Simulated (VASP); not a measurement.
Here is the system:

```
SnO2
1.0
    1.53835     0.88817     4.93548
   -1.53835     0.88817     4.93548
    0.00000    -1.77634     4.93548
Sn O
1 2
Cartesian
  0.00000   0.00000  14.80541
  0.00000   0.00000  11.07965
  0.00000   0.00000   8.66284
```

The numbers are results of r2SCAN meta-GGA, VASP's PBE PAW potentials (set 64) (plane waves; VASP 6.6.1), not measurements. Run with 520 eV cut-off, 9×9×9 Γ-centred mesh, tetrahedra with Blöchl corrections, potentials Sn_d O.

The cores are frozen, which limits the accuracy of field gradients.

Task: Give the principal components of the electric field gradient (V/Å²) and the asymmetry η at each nucleus.

Result: 
| atom | Vxx | Vyy | Vzz | η |
|---|---|---|---|---|
| Sn1 | -10.3 | -10.3 | 20.7 | 0.00 |
| O2 | 33.2 | 33.2 | -66.5 | 0.00 |
| O3 | 33.4 | 33.4 | -66.7 | 0.00 |

The structure was generated: SnO2 was put into the 3R-MoS2 type (R3m), which need not be its known phase. It was relaxed first, which changed the volume by +26 %.
